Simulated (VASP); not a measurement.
An input for Ansatz (written as the equivalent of a VASP run, and not itself run):

Ansatz 0.2 input:
```yaml
crystal:
  lattice:
    - [-3.1277124, 3.1277124, 3.1277124]
    - [3.1277124, -3.1277124, 3.1277124]
    - [3.1277124, 3.1277124, -3.1277124]
  atoms:
    - { symbol: Cs, position: [0.0000000, 1.0000000, 1.0000000] }
kpoints:
  mp_grid: { grid: [8, 8, 8] }
hamiltonian:
  xc: r2scan
  pseudopotentials: { kind: paw }
scf:
  occupations: { method: methfessel_paxton, width: 0.1 }
  max_iter: 100
relax:
  max_steps: 60
  f_tol: 0.01
  cell: {}
output: { forces: true, stress: true, eigenvalues: true }
```

Translate this input to VASP (INCAR, KPOINTS, POSCAR, choice of POTCAR).

This is not unique; one that fits is 
### KPOINTS
```
K-points
0
G
 8 8 8
```

**INCAR**
```
! general
SYSTEM =Cs
PREC   =Accurate
ENCUT  =400   ! plane-wave cut-off (eV)
LREAL  =.FALSE.
LASPH  =.TRUE.

! electronic loop
EDIFF  =1E-6   ! SCF stop (eV)
NELM   =100
ALGO   =Normal   ! blocked Davidson
LMAXMIX=4
LMIXTAU=.TRUE.

! smearing
ISMEAR =1
SIGMA  =0.1

! functional
METAGGA=R2SCAN

! ions
IBRION =2   ! conjugate gradients
NSW    =60
ISIF   =3
EDIFFG =-0.01   ! ionic stop

! output
LWAVE  =.FALSE.
LCHARG =.FALSE.
```

**POSCAR**
```
Cs
1.0
 -3.1277124486   3.1277124486   3.1277124486
  3.1277124486  -3.1277124486   3.1277124486
  3.1277124486   3.1277124486  -3.1277124486
Cs
1
Direct
  0.0000000000   1.0000000000   1.0000000000
```

POTCAR, in this order: Cs_sv (PBE.64 set). Program: vasp_std.

The two are equivalent in intent, not identical: each code has its own PAW files, so the cut-off isn't converted (ENCUT is set for VASP's; basis.ecutwfc is left out, and Ansatz then takes the one that its files recommend); Ansatz stops its SCF on the density residual and VASP on the energy change (EDIFF).

The compound is Cs in the bcc structure. It was relaxed first, which changed the volume by +8 %. The start is the result of an earlier pass.
